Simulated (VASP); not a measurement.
Consider the following.

```xyz
3
Lattice="0.0000 2.6993 2.6993 2.6993 0.0000 2.6993 2.6993 2.6993 0.0000" Properties=species:S:1:pos:R:3 pbc="T T T"
Cd     0.0000     2.6993     2.6993
F      1.3496     1.3496     1.3496
F      4.0489     4.0489     4.0489
```

Computed with PBEsol GGA, VASP's PBE PAW potentials (set 64) (plane waves; VASP). Run with 650 eV cut-off, 6×6×6 Γ-centred mesh, Gaussian smearing of 0.050 eV, potentials Cd F.

Q: Give the elastic stiffness tensor with the ions relaxed (GPa, in the frame of the cell).

A: 
```
      xx    yy    zz    yz    xz    xy
--  ----  ----  ----  ----  ----  ----
xx   182  72.1  72.1   0.0   0.0   0.0
yy  72.1   182  72.1   0.0   0.0   0.0
zz  72.1  72.1   182   0.0   0.0   0.0
yz   0.0   0.0   0.0  21.6   0.0   0.0
xz   0.0   0.0   0.0   0.0  21.6   0.0
xy   0.0   0.0   0.0   0.0   0.0  21.6
```

Q: Predict the Hill bulk modulus, Hill shear modulus, Young's modulus, Poisson's ratio.

A: 
* **Hill bulk modulus**: 109 GPa
* **Hill shear modulus**: 31.7 GPa
* **Young's modulus**: 86.8 GPa
* **Poisson's ratio**: 0.367

The compound is CdF2 in the fluorite structure. It was relaxed first.
